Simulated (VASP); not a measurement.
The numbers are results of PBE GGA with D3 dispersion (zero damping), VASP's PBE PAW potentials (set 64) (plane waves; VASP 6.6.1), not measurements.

VASP ran on this input.

INCAR:
```
ALGO = Normal
EDIFF = 1E-7
ENCUT = 520
GGA = PE
ISIF = 2
ISMEAR = 0
IVDW = 11
LASPH = .True.
LCHARG = .False.
LMAXMIX = 4
LREAL = .False.
LWAVE = .False.
NELM = 100
PREC = Accurate
SIGMA = 0.05
SYSTEM = KBr
```

### KPOINTS
```
Automatic mesh
0
Gamma
7 7 7
0 0 0
```

POSCAR:
```
KBr
4.7340570
  0.0000000000   0.7071067163   0.7071067163
  0.7071067163   0.0000000000   0.7071067163
  0.7071067163   0.7071067163   0.0000000000
K Br
1 1
Cartesian
  0.0000000000   0.0000000000   0.0000000000
  0.7071067163   0.7071067163   0.7071067163
```

POTCAR, in this order: K_sv Br (PBE.64 set). Program: vasp_std.

What VASP printed:

OSZICAR:
```
       N       E                     dE             d eps       ncg     rms          rms(c)
DAV:   1     0.101449869000E+03    0.10145E+03   -0.69563E+03   480   0.116E+03
DAV:   2     0.212565575039E+00   -0.10124E+03   -0.94227E+02   596   0.262E+02
DAV:   3    -0.617248903308E+01   -0.63851E+01   -0.63520E+01   608   0.615E+01
DAV:   4    -0.640544127846E+01   -0.23295E+00   -0.23275E+00   880   0.106E+01
DAV:   5    -0.640652203207E+01   -0.10808E-02   -0.10807E-02   608   0.764E-01    0.290E+00
DAV:   6    -0.622518480588E+01    0.18134E+00   -0.29727E-01   584   0.280E+00    0.210E+00
DAV:   7    -0.621234398493E+01    0.12841E-01   -0.13906E-01   600   0.217E+00    0.100E+00
DAV:   8    -0.622228805828E+01   -0.99441E-02   -0.16521E-02   656   0.106E+00    0.128E-01
DAV:   9    -0.622294797458E+01   -0.65992E-03   -0.76025E-04   632   0.189E-01    0.837E-02
DAV:  10    -0.622343440187E+01   -0.48643E-03   -0.56700E-04   556   0.171E-01    0.167E-02
DAV:  11    -0.622343949181E+01   -0.50899E-05   -0.21465E-05   672   0.296E-02    0.629E-03
DAV:  12    -0.622344190053E+01   -0.24087E-05   -0.31540E-06   584   0.153E-02    0.469E-03
DAV:  13    -0.622344217838E+01   -0.27785E-06   -0.62289E-07   636   0.444E-03    0.657E-04
DAV:  14    -0.622344224525E+01   -0.66865E-07   -0.14697E-07   552   0.304E-03
   1 F= -.66445164E+01 E0= -.66445164E+01  d E =-.142344E-16
```

OUTCAR:
```
------------------------ aborting loop because EDIFF is reached ----------------------------------------
 Edisp (eV)   -0.42107
  FORCE on cell =-STRESS in cart. coord.  units (eV):
  Direction    XX          YY          ZZ          XY          YZ          ZX
  --------------------------------------------------------------------------------------
  Total      -0.00584    -0.00584    -0.00584     0.00000     0.00000     0.00000
  in kB      -0.12467    -0.12467    -0.12467     0.00000     0.00000     0.00000
  external pressure =       -0.12 kB  Pullay stress =        0.00 kB
  volume of cell :       75.02
      direct lattice vectors                 reciprocal lattice vectors
     0.000000000  3.347483500  3.347483500    -0.149365934  0.149365934  0.149365934
     3.347483500  0.000000000  3.347483500     0.149365934 -0.149365934  0.149365934
     3.347483500  3.347483500  0.000000000     0.149365934  0.149365934 -0.149365934
  FREE ENERGIE OF THE ION-ELECTRON SYSTEM (eV)
  ---------------------------------------------------
  free  energy   TOTEN  =        -6.6445164180 eV

  energy  without entropy=       -6.6445164180  energy(sigma->0) =       -6.64451642
```
(Selected blocks of OUTCAR.)

### OUTCAR
```
 val. band max:       -1.9050474468   @ k =   0.0000   0.0000   0.0000

 cond. band min:       2.4166763295   @ k =   0.0000   0.0000   0.0000


 Fermi energy:        -1.6289875277

 k-point     1 :       0.0000    0.0000    0.0000
  band No.  band energies     occupation
      1     -29.7802      2.00000
      2     -14.1471      2.00000
      3     -13.2541      2.00000
      4     -13.2541      2.00000
      5     -13.2541      2.00000
      6      -1.9050      2.00000
      7      -1.9050      2.00000
      8      -1.9050      2.00000
      9       2.4167      0.00000
     10       5.6865      0.00000
     11       5.6865      0.00000
     12       5.6865      0.00000

 k-point     2 :       0.1429    0.0000    0.0000
  band No.  band energies     occupation
      1     -29.7793      2.00000
      2     -14.1847      2.00000
      3     -13.2550      2.00000
      4     -13.2550      2.00000
      5     -13.2051      2.00000
      6      -2.1664      2.00000
      7      -1.9650      2.00000
      8      -1.9650      2.00000
      9       2.8954      0.00000
     10       5.5609      0.00000
     11       5.9169      0.00000
     12       5.9169      0.00000

 k-point     3 :       0.2857    0.0000    0.0000
  band No.  band energies     occupation
      1     -29.7775      2.00000
      2     -14.2579      2.00000
      3     -13.2571      2.00000
      4     -13.2571      2.00000
      5     -13.1058      2.00000
      6      -2.6429      2.00000
      7      -2.0934      2.00000
      8      -2.0934      2.00000
      9       3.8780      0.00000
     10       5.5878      0.00000
     11       6.5488      0.00000
     12       6.5488      0.00000

 k-point     4 :       0.4286    0.0000    0.0000
  band No.  band energies     occupation
      1     -29.7760      2.00000
      2     -14.3088      2.00000
      3     -13.2588      2.00000
      4     -13.2588      2.00000
      5     -13.0337      2.00000
      6      -2.9587      2.00000
...
```

The compound is KBr in the rock salt structure. It was relaxed first.
